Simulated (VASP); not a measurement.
An input for Ansatz (written as the equivalent of a VASP run, and not itself run):

Ansatz 0.2 input:
```yaml
crystal:
  lattice:
    - [3.5285600, 0.0000000, 0.0000000]
    - [0.0000000, 3.5285600, 0.0000000]
    - [0.0000000, 0.0000000, 3.5285600]
  atoms:
    - { symbol: Al, position: [0.0000000, 0.0000000, 0.0000000] }
    - { symbol: Ni, position: [0.0000000, 0.5000000, 0.5000000], spin: 0.5 }
    - { symbol: Ni, position: [0.5000000, 0.0000000, 0.5000000], spin: 0.5 }
    - { symbol: Ni, position: [0.5000000, 0.5000000, 0.0000000], spin: 0.5 }
kpoints:
  mp_grid: { grid: [8, 8, 8] }
hamiltonian:
  xc: pbe
  dispersion: d4
  pseudopotentials: { kind: paw }
magnetization: { spin_polarized: true }
scf:
  occupations: { method: methfessel_paxton, width: 0.1 }
  max_iter: 100
relax:
  max_steps: 60
  f_tol: 0.02
  cell: {}
output: { forces: true, stress: true, eigenvalues: true }
```

**Question.** Write the VASP files for the same calculation (PBE-D4).

**Answer.** One answer among several that fit: 
File KPOINTS:
```
Automatic mesh
0
Gamma
8 8 8
0 0 0
```

POSCAR:
```
Ni3Al
1
    3.5285599723     0.0000000000    -0.0000000000
   -0.0000000000     3.5285599723     0.0000000000
   -0.0000000000     0.0000000000     3.5285599723
Al Ni
1 3
Direct
  0.0000000000   0.0000000000   0.0000000000
  0.0000000000   0.5000000000   0.5000000000
  0.5000000000   0.0000000000   0.5000000000
  0.5000000000   0.5000000000   0.0000000000
```

INCAR:
```
ALGO = Normal
EDIFF = 1E-6
EDIFFG = -0.02
ENCUT = 520
GGA = PE
IBRION = 2
ISIF = 3
ISMEAR = 1
ISPIN = 2
IVDW = 13
LASPH = .TRUE.
LCHARG = .FALSE.
LMAXMIX = 4
LORBIT = 10
LREAL = .FALSE.
LWAVE = .FALSE.
MAGMOM = 0.0 3*0.5
NELM = 100
NSW = 60
PREC = Accurate
SIGMA = 0.1
SYSTEM = Ni3Al
```

POTCAR, in this order: Al Ni (PBE.64 set). Program: vasp_std.

The two are equivalent in intent, not identical: each code has its own PAW files, so the cut-off isn't converted (ENCUT is set for VASP's; basis.ecutwfc is left out, and Ansatz then takes the one that its files recommend); Ansatz stops its SCF on the density residual and VASP on the energy change (EDIFF).

The compound is Ni3Al in the L1_2 structure. It was relaxed first. The start is the result of an earlier pass.
